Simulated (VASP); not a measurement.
TlBiF4 (space group P4/mmm): computed properties

All values below come from LDA (Ceperley-Alder, Perdew-Zunger), VASP's LDA PAW potentials (set 64) (plane waves; VASP).

space group: P4/mmm (123)
cell: a = b = 3.9263 Å, c = 6.4548 Å, α = β = γ = 90.00°
volume per atom: 16.58 Å³/atom
band gap (over mesh and band path): 3.21 eV
smallest direct gap (over mesh and band path): 3.57 eV
band-edge character without spin-orbit coupling: indirect, A to Γ
band gap with spin-orbit coupling: 2.81 eV
density: 8.17 g/cm³
mean ε∞ (independent particles): 3.99

```yaml
crystal:
  lattice:
    - [3.92631, 0.00000, 0.00000]
    - [0.00000, 3.92631, 0.00000]
    - [0.00000, 0.00000, 6.45476]
  atoms:
    - { symbol: Tl, position: [0.00000, 0.00000, 0.00000] }
    - { symbol: Bi, position: [0.50000, 0.50000, 0.50000] }
    - { symbol: F, position: [0.50000, 0.00000, 0.70208] }
    - { symbol: F, position: [0.50000, 0.00000, 0.29792] }
    - { symbol: F, position: [0.00000, 0.50000, 0.70208] }
    - { symbol: F, position: [0.00000, 0.50000, 0.29792] }
```

Unless said otherwise, spin-orbit coupling is left out, though it shifts the bands of the heavy elements here.

The structure comes from a computed database's TlBiF4 entry (P4/mmm); how it stands against other phases isn't given here. It was relaxed first. Symmetry was kept, so distortions that lower it aren't found.
